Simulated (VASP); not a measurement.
```
FePt
1.0
    2.71430     0.00000     0.00000
    0.00000     2.71430     0.00000
    0.00000     0.00000     3.73826
Fe Pt
1 1
Direct
  0.00000   0.00000   0.00000
  0.50000   0.50000   0.50000
```
Starting moments (μB, in the order of the record's atoms Fe Pt): 2.9 0.3.

Computed with PBE GGA, VASP's PBE PAW potentials (set 64) (plane waves; VASP). Run with 480 eV cut-off, 12×12×10 Γ-centred mesh, first-order Methfessel-Paxton smearing of 0.10 eV, potentials Fe Pt.

Unless said otherwise, spin-orbit coupling is left out, though it shifts the bands of the heavy elements here.

### Question
What does the run give for the cell moment, energy per atom (σ→0), pressure, band gap (on the k-mesh) with the smallest direct gap where there is one?

### Answer

| Property | Value |
|---|---|
| band gap (on the k-mesh) | none (metal, semimetal or under 0.01 eV) |
| cell moment | 3.27 μB |
| energy per atom (σ→0) | -7.398 eV/atom |
| pressure | 3.40 GPa |

### Question
Give the moment on each site (PAW-sphere projection).

### Answer

```tsv
site	moment (μB)
Fe1	2.91
Pt2	0.33
```

Only differences to runs with the same potentials and settings are physical.

The compound is FePt in the L1_0 structure. This cell was strained or had an atom moved on purpose.
